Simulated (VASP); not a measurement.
OSZICAR of a VASP run on BRh3 (space group Fm-3m):

**OSZICAR**
```
       N       E                     dE             d eps       ncg     rms          rms(c)
DAV:   1     0.487813311916E+03    0.48781E+03   -0.26658E+04   896   0.159E+03
DAV:   2    -0.127170917730E+02   -0.50053E+03   -0.48796E+03   944   0.510E+02
DAV:   3    -0.303180275774E+02   -0.17601E+02   -0.16392E+02  1076   0.932E+01
DAV:   4    -0.306437887463E+02   -0.32576E+00   -0.32249E+00  1012   0.115E+01
DAV:   5    -0.306493706475E+02   -0.55819E-02   -0.55739E-02  1008   0.154E+00    0.165E+01
DAV:   6    -0.307438879532E+02   -0.94517E-01   -0.19356E+01  1012   0.406E+01    0.154E+01
DAV:   7    -0.294323217355E+02    0.13116E+01   -0.12506E+01   936   0.278E+01    0.756E+00
DAV:   8    -0.288829919949E+02    0.54933E+00   -0.12143E+00   972   0.117E+01    0.324E+00
DAV:   9    -0.288574562348E+02    0.25536E-01   -0.31692E-01  1084   0.444E+00    0.134E+00
DAV:  10    -0.288473813879E+02    0.10075E-01   -0.79919E-02   976   0.273E+00    0.606E-01
DAV:  11    -0.288461088360E+02    0.12726E-02   -0.24273E-02   992   0.152E+00    0.388E-01
DAV:  12    -0.288448020256E+02    0.13068E-02   -0.27954E-03  1004   0.658E-01    0.372E-02
DAV:  13    -0.288448056709E+02   -0.36453E-05   -0.12791E-04  1008   0.975E-02    0.129E-02
DAV:  14    -0.288448047963E+02    0.87453E-06   -0.41631E-06   816   0.199E-02
   1 F= -.28844805E+02 E0= -.28822814E+02  d E =-.439826E-01
```

Which electronic solver shows in the log?

It is blocked Davidson (ALGO = Normal, or the opening steps of other solvers). The INCAR had ALGO = Normal.

Can the final energy be trusted as converged?

The run converged. It stopped with EDIFF = 1E-6, NELM = 100 (PBEsol GGA, plane waves, VASP's PBE PAW potentials (set 64)).

The structure was generated: BRh3 was put into an ordered model structure, which need not be its known phase. The cell was not relaxed at this level. The run is one of a series of settings (GGA = PS against the base run), some of them coarse on purpose.
